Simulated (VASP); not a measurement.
CsPbCl3: band gap against strain

CsPbCl3 (cubic perovskite, Pm-3m, 37.642 Å³/atom and stress up to 0.01 GPa in the relaxed cell, cube axes along x, y and z) under an equal strain ε along all three axes. PBE in VASP (plane waves, PAW), 480 eV, 6×6×6 Γ-centred mesh, Gaussian smearing 0.05 eV; ions are relaxed, or left where forces stay under 0.02 eV/Å, within the symmetry of each cell. Against the start cell, which lies near the measured one, the relaxed cell differs by 6.6 % in volume; the values below rest on it. Gaps are the smallest on the run's k-mesh, which can miss an edge that lies off it, without spin-orbit coupling; in all rows the valence edge lies at about 0.9 Å⁻¹ from Γ and the conduction edge at about 0.9 Å⁻¹ from Γ.

Here s stands for strain and Eg for gap.

| strain (%) | gap (eV) |
|---|---|
| -3.00 | ? |
| -1.50 | 2.03 |
| -1.00 | 2.09 |
| -0.50 | 2.15 |
| 0.00 | 2.21 |
| 0.50 | 2.26 |
| 1.00 | 2.31 |
| 1.50 | 2.36 |

Fit Eg of the 7 rows that show it with a straight line. Means: s 0, Eg 2.201. About the means, the sum of products is 0.77000 and the sum of squares of s is 7.0000; the slope is their ratio. Least squares gives Eg = 2.201 + 0.1100·s. Residuals (row less fit): -0.006, -0.001, 0.004, 0.009, 0.004, -0.001, -0.006; standard error 0.006 (degrees of freedom: 5). Over these rows the gap moves by 11.0 ± 0.2 eV per unit strain, or 3.7 eV per unit of ln V.

### Question
Predict the withheld Eg at s = -3.00 from the fit, and compare with the calculation.

### Answer
Eg = 2.201 + 0.1100 × (-3.0) = 1.871 eV. The calculation gives 1.82 eV, 0.051 eV below the prediction (9.4 % of the range of Eg in the table). The row lies outside the fitted rows, so this is an extrapolation. From the scatter of the fitted rows alone, a prediction at this place has a standard error of 0.010 eV, so the miss is 5.1 times that.

A polynomial of degree 2 through the 12 other runs of the series gives 1.83 there, so most of the miss is curvature that the fit leaves out. With Pb, Bi, Tl or Hg spin-orbit coupling changes such a gap by tenths of an eV to over 1 eV. The primitive cell can neither tilt nor turn polar against its symmetry, as such crystals can under strain. Other structures, which can take over under pressure, weren't tried. CsPbCl3 is here the ideal cubic form; the compound distorts at low or room temperature. Spin-orbit coupling is left out, which can shift this property for CsPbCl3. Rows are the converged runs of the series near zero and its far end, less any whose ions stayed unrelaxed beside relaxed ones; series whose fitted rows scatter by over a few per cent of the range, as at a crossing or softening among them, aren't shown in this form. Most that stay on the fit to the last digits aren't either.
